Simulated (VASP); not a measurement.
```yaml
crystal:
  lattice:
    - [0.00000, 2.95152, 2.95152]
    - [2.95152, 0.00000, 2.95152]
    - [2.95152, 2.95152, 0.00000]
  atoms:
    - { symbol: In, position: [0.00000, 0.00000, 0.00000] }
    - { symbol: P, position: [0.25000, 0.25000, 0.25000] }
```

All values below come from r2SCAN meta-GGA, VASP's PBE PAW potentials (set 64) (plane waves; VASP). Run with 480 eV cut-off, 8×8×8 Γ-centred mesh, Gaussian smearing of 0.050 eV, potentials In_d P.

Unless said otherwise, spin-orbit coupling is left out, though it shifts the bands of the heavy elements here.

Problem. Estimate the energy per atom (σ→0), band gap (on the k-mesh) with the smallest direct gap where there is one.

Solution. 
The band gap (on the k-mesh) is 1.04 eV. The smallest direct gap (on the k-mesh) is 1.04 eV and the energy per atom (σ→0) is -16.148 eV/atom.

The compound is InP in the zinc blende structure. It was relaxed first.
